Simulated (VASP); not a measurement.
Method: PBEsol GGA, VASP's PBE PAW potentials (set 64) (plane waves; VASP).

VASP input:

KPOINTS:
```
Automatic mesh
0
Gamma
8 8 8
0 0 0
```

### INCAR
```
# general
SYSTEM   =  CrB
PREC     =  Accurate
ENCUT    =  400   # plane-wave cut-off (eV)
LREAL    =  .FALSE.
LASPH    =  .TRUE.   # aspherical one-centre terms

# electronic loop
EDIFF    =  1E-6   # SCF stop (eV)
NELM     =  100
ALGO     =  Normal   # blocked Davidson
LMAXMIX  =  4

# smearing
ISMEAR   =  -1   # Fermi-Dirac
SIGMA    =  0.1   # width (eV)

# functional
GGA      =  PS   # PBEsol

# ions
ISIF     =  2   # forces and stress, cell fixed

# output
LWAVE    =  .FALSE.
LCHARG   =  .FALSE.
```

File POSCAR:
```
CrB
1
    1.4516950000    -3.8991450000     0.0000000000
    1.4516950000     3.8991450000     0.0000000000
    0.0000000000     0.0000000000     2.9019500000
Cr B
2 2
Direct
  0.8546200000   0.1453800000   0.7500000000
  0.1453800000   0.8546200000   0.2500000000
  0.5649400000   0.4350600000   0.7500000000
  0.4350600000   0.5649400000   0.2500000000
```

POTCAR, in this order: Cr_pv B (PBE.64 set). Program: vasp_std.

Output of the run:

OUTCAR:
```
 ion  position               nearest neighbor table
   1  0.855  0.145  0.750-   4 2.15   4 2.15   4 2.15   4 2.15   3 2.19   3 2.19   3 2.26   2 2.62
                             2 2.62   2 2.62   2 2.62   2 2.69   2 2.69
   2  0.145  0.855  0.250-   3 2.15   3 2.15   3 2.15   3 2.15   4 2.19   4 2.19   4 2.26   1 2.62
                             1 2.62   1 2.62   1 2.62   1 2.69   1 2.69
   3  0.565  0.435  0.750-   4 1.77   4 1.77   2 2.15   2 2.15   2 2.15   2 2.15   1 2.19   1 2.19
                             1 2.26
   4  0.435  0.565  0.250-   3 1.77   3 1.77   1 2.15   1 2.15   1 2.15   1 2.15   2 2.19   2 2.19
                             2 2.26
  LATTYP: Found a base centered orthorhombic cell.
 ALAT       =     2.9033900000
 B/A-ratio  =     2.6859257626
 C/A-ratio  =     0.9995040280
 Subroutine PRICEL returns:
 Original cell was already a primitive cell.
 Subroutine GETGRP returns: Found  8 space group operations
The static configuration has the point symmetry C_2h.
 The point group associated with its full space group is D_2h.
The dynamic configuration has the point symmetry C_2h.
 Subroutine INISYM returns: Found  8 space group operations
 Subroutine IBZKPT returns following result:
 Found    105 irreducible k-points:

 Following reciprocal coordinates:
            Coordinates               Weight
  0.000000  0.000000  0.000000      1.000000
  0.125000  0.000000  0.000000      4.000000
  0.250000  0.000000  0.000000      4.000000
  0.375000  0.000000  0.000000      4.000000
  0.500000  0.000000  0.000000      2.000000
  0.125000  0.125000  0.000000      2.000000
  0.250000  0.125000  0.000000      4.000000
  0.375000  0.125000  0.000000      4.000000
  0.500000  0.125000  0.000000      4.000000
 -0.375000  0.125000  0.000000      4.000000
 -0.250000  0.125000  0.000000      4.000000
 -0.125000  0.125000  0.000000      2.000000
  0.250000  0.250000  0.000000      2.000000
  0.375000  0.250000  0.000000      4.000000
  0.500000  0.250000  0.000000      4.000000
 -0.375000  0.250000  0.000000      4.000000
 -0.250000  0.250000  0.000000      2.000000
  0.375000  0.375000  0.000000      2.000000
  0.500000  0.375000  0.000000      4.000000
 -0.375000  0.375000  0.000000      2.000000
  0.500000  0.500000  0.000000      1.000000
  0.000000  0.000000  0.125000      2.000000
  0.125000  0.000000  0.125000      8.000000
  0.250000  0.000000  0.125000      8.000000
  0.375000  0.000000  0.125000      8.000000
  0.500000  0.000000  0.125000      4.000000
  0.125000  0.125000  0.125000      4.000000
  0.250000  0.125000  0.125000      8.000000
  0.375000  0.125000  0.125000      8.000000
  0.500000  0.125000  0.125000      8.000000
 -0.375000  0.125000  0.125000      8.000000
 -0.250000  0.125000  0.125000      8.000000
 -0.125000  0.125000  0.125000      4.000000
  0.250000  0.250000  0.125000      4.000000
  0.375000  0.250000  0.125000      8.000000
  0.500000  0.250000  0.125000      8.000000
 -0.375000  0.250000  0.125000      8.000000
 -0.250000  0.250000  0.125000      4.000000
  0.375000  0.375000  0.125000      4.000000
  0.500000  0.375000  0.125000      8.000000
   k-points           NKPTS =    105   k-points in BZ     NKDIM =    105   number of bands    NBANDS=     19
   number of dos      NEDOS =    301   number of ions     NIONS =      4
   total plane-waves  NPLWV =  15680
   dimension x,y,z NGX =    28 NGY =   28 NGZ =   20
   dimension x,y,z NGXF=    56 NGYF=   56 NGZF=   40
   ions per type =               2   2
   PREC   = accura    normal or accurate (medium, high low for compatibility)
   ISTART =      0    job   : 0-new  1-cont  2-samecut
   ICHARG =      2    charge: 1-file 2-atom 10-const
   ISPIN  =      1    spin polarized calculation?
...
```

### OSZICAR
```
       N       E                     dE             d eps       ncg     rms          rms(c)
DAV:   1     0.261295768985E+03    0.26130E+03   -0.15120E+04  3998   0.156E+03
DAV:   2    -0.292103410145E+02   -0.29051E+03   -0.28265E+03  4004   0.471E+02
DAV:   3    -0.456888061837E+02   -0.16478E+02   -0.15887E+02  4830   0.116E+02
DAV:   4    -0.461163389363E+02   -0.42753E+00   -0.42254E+00  4988   0.170E+01
DAV:   5    -0.461272900704E+02   -0.10951E-01   -0.10927E-01  5376   0.239E+00    0.327E+01
DAV:   6    -0.392322260238E+02    0.68951E+01   -0.13038E+02  4799   0.104E+02    0.121E+01
DAV:   7    -0.369712215681E+02    0.22610E+01   -0.20819E+01  4871   0.467E+01    0.353E+00
DAV:   8    -0.369190367713E+02    0.52185E-01   -0.54565E-01  4525   0.651E+00    0.127E+00
DAV:   9    -0.369099077438E+02    0.91290E-02   -0.47414E-02  5210   0.151E+00    0.366E-01
DAV:  10    -0.369085110410E+02    0.13967E-02   -0.90035E-03  5106   0.103E+00    0.441E-02
DAV:  11    -0.369085230171E+02   -0.11976E-04   -0.26860E-04  4880   0.178E-01    0.245E-02
DAV:  12    -0.369085192982E+02    0.37189E-05   -0.49025E-05  5189   0.662E-02    0.904E-03
DAV:  13    -0.369085182380E+02    0.10602E-05   -0.65863E-06  4659   0.243E-02    0.137E-03
DAV:  14    -0.369085182722E+02   -0.34231E-07   -0.22196E-07  2097   0.420E-03
   1 F= -.36908518E+02 E0= -.36863322E+02  d E =-.903922E-01
```

File OUTCAR:
```
------------------------ aborting loop because EDIFF is reached ----------------------------------------
  FORCE on cell =-STRESS in cart. coord.  units (eV):
  Direction    XX          YY          ZZ          XY          YZ          ZX
  --------------------------------------------------------------------------------------
  Total       -0.7413394     -0.8201891     -0.7300341      0.0000000      0.0000000      0.0000000
  in kB      -36.1545497    -39.9999920    -35.6032014      0.0000000      0.0000000      0.0000000
  external PRESSURE =     -37.2525810 kB  Pullay stress =       0.0000000 kB
  volume of cell :       32.85
      direct lattice vectors                 reciprocal lattice vectors
     1.451695000 -3.899145000  0.000000000     0.344424965 -0.128233241  0.000000000
     1.451695000  3.899145000  0.000000000     0.344424965  0.128233241  0.000000000
     0.000000000  0.000000000  2.901950000     0.000000000  0.000000000  0.344595875
 POSITION                                       TOTAL-FORCE (eV/Angst)
 -----------------------------------------------------------------------------------
      1.45169     -2.76543      2.17646         0.000000      0.003647     -0.000000
      1.45169      2.76543      0.72549         0.000000     -0.003647      0.000000
      1.45169     -0.50642      2.17646         0.000000     -0.050859      0.000000
      1.45169      0.50642      0.72549         0.000000      0.050859      0.000000
 -----------------------------------------------------------------------------------
    total drift:                                0.000000      0.000000     -0.000000
  FREE ENERGIE OF THE ION-ELECTRON SYSTEM (eV)
  ---------------------------------------------------
  free  energy   TOTEN  =       -36.9085182722 eV

  energy  without entropy=      -36.8181260231  energy(sigma->0) =      -36.86332215
```
(Selected blocks of OUTCAR.)

At this cut-off the stress carries a Pulay error, which pulls relaxed volumes low.

The structure comes from a computed database's CrB entry (Cmcm); how it stands against other phases isn't given here. The cell was not relaxed at this level. The run is not spin-polarised, so no magnetic state was tried.
